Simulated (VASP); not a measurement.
```
CELL_PARAMETERS angstrom
      4.03470     0.00000     0.00000
      0.00000     4.03470     0.00000
      0.00000     0.00000     4.98983
ATOMIC_POSITIONS crystal
  Pb 0.50000 0.00000 0.76183
  Pb 0.00000 0.50000 0.23817
  O  0.50000 0.50000 0.00000
  O  0.00000 0.00000 0.00000
```

The numbers are results of PBE GGA with D3 dispersion (Becke-Johnson damping), VASP's PBE PAW potentials (set 64) (plane waves; VASP 6.6.1), not measurements. Numerical set-up: 520 eV cut-off, 6×6×5 Γ-centred mesh, tetrahedra with Blöchl corrections, potentials Pb_d O.

### Question
What does the run give for the energy per atom (σ→0)?

### Answer

```
Property                               Result
---------------------  ----------------------
energy per atom (σ→0)  -540.3 kJ/mol of atoms
```

Total energies compare only between runs with the same potentials, cut-off and functional.

The compound is PbO in the litharge structure. It was relaxed first.
